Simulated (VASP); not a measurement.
Data:

```
CELL_PARAMETERS angstrom
      0.00000     2.86393     2.86393
      2.86393     0.00000     2.86393
      2.86393     2.86393     0.00000
ATOMIC_POSITIONS crystal
  Pd 0.75000 0.75000 0.75000
  Pd 0.50000 0.50000 0.50000
```

All values below come from r2SCAN meta-GGA, VASP's PBE PAW potentials (set 64) (plane waves; VASP 6.6.1). Run with 400 eV cut-off, 12×12×12 Γ-centred mesh, tetrahedra with Blöchl corrections, potentials Pd.

Problem. What does the run give for the energy per atom (σ→0), band gap (over mesh and band path) with the smallest direct gap where there is one?

Solution. 
The band gap (over mesh and band path) is none (metal, semimetal or under 0.01 eV) and the energy per atom (σ→0) is -21.737 eV/atom.

Only differences to runs with the same potentials and settings are physical.

The structure was generated: Pd was put into the diamond type (Fd-3m), which need not be its known phase. It was relaxed first, which changed the volume by +24 %.
